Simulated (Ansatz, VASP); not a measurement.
Two plane-wave programs on Pt16CO

```xyz
18
Lattice="5.5494 0.0000 0.0000 2.7747 4.8059 0.0000 0.0000 0.0000 24.7966" Properties=species:S:1:pos:R:3 pbc="T T T"
Pt    0.0000    0.0000    9.0000
Pt    2.7747    0.0000    9.0000
Pt    1.3873    2.4029    9.0000
Pt    4.1620    2.4029    9.0000
Pt    1.3873    0.8010   11.2655
Pt    4.1620    0.8010   11.2655
Pt    2.7747    3.2039   11.2655
Pt    5.5494    3.2039   11.2655
Pt    0.0000    1.6139   13.5883
Pt    2.7747    1.6020   13.5801
Pt    1.3770    3.9990   13.5883
Pt    4.1724    3.9990   13.5883
Pt    0.0000    0.0000   15.8462
Pt    2.7747   -0.0142   16.0137
Pt    1.3750    2.4100   16.0137
Pt    4.1743    2.4100   16.0137
C     2.7747    1.6020   17.3692
O     2.7747    1.6020   18.5538
```

Alike in both runs: functional PBE; k mesh 6 × 6 × 1; occupations gaussian, width 0.1 eV; no spin polarisation.

Ansatz relaxed the structure, and its values are those at the end. VASP's run is a single point on that final structure, the one shown.

|  | VASP | Ansatz |
| --- | --- | --- |
| version | VASP 6.6.1 | Ansatz 0.2.0 |
| potentials or method | VASP PAW PBE potentials, release 64 (Pt, C, O) | scalar-relativistic, plane waves, PAW |
| plane-wave cutoff (eV) | 520 | 420 |
| valence electrons in the cell | 170 | 298 |

|  | VASP | Ansatz | Ansatz less VASP |
| --- | --- | --- | --- |
| gap on the k mesh at the Fermi level (eV) | none | none | - |
| rms of the force components (eV/Å) | 0.217 | 0.185 | -0.0318 |

A gap of «none» marks a metal or a gap that the smearing closes. With one functional, cell and mesh, what is left measures potentials, basis and numerics. The two sets of potentials don't hold the same shells in valence. Ansatz warned: «xc_potential_rough_in_thin_density».

Caveats: the standard files for N, O and F lose accuracy on very short bonds. The runs have no spin-orbit coupling, so splittings on Pt are missing.
